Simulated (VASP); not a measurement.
Input:

```
CeCoCuSi2
1.0
   -1.99315     1.99315     4.78735
    1.99315    -1.99315     4.78735
    1.99315     1.99315    -4.78735
Ce Co Si Cu
1 1 2 1
Direct
  0.00000   0.00000   0.00000
  0.25000   0.75000   0.50000
  0.62586   0.62586   0.00000
  0.37414   0.37414   0.00000
  0.75000   0.25000   0.50000
```

All values below come from PBEsol GGA, VASP's PBE PAW potentials (set 64) (plane waves; VASP). Numerical set-up: 400 eV cut-off, 12×12×12 Γ-centred mesh, tetrahedra with Blöchl corrections, potentials Ce Co Si Cu.

Task: Estimate the energy per atom (σ→0), band gap (on the k-mesh) with the smallest direct gap where there is one.

Result: 
```yaml
band gap (on the k-mesh): none (metal, semimetal or under 0.01 eV)
energy per atom (σ→0): -6.673 eV/atom
```

The absolute energy has meaning only against runs of the same code, potentials and settings.

The structure comes from a computed database's CeCoCuSi2 entry (I-4m2); how it stands against other phases isn't given here. It was relaxed first. The run is not spin-polarised, so no magnetic state was tried.
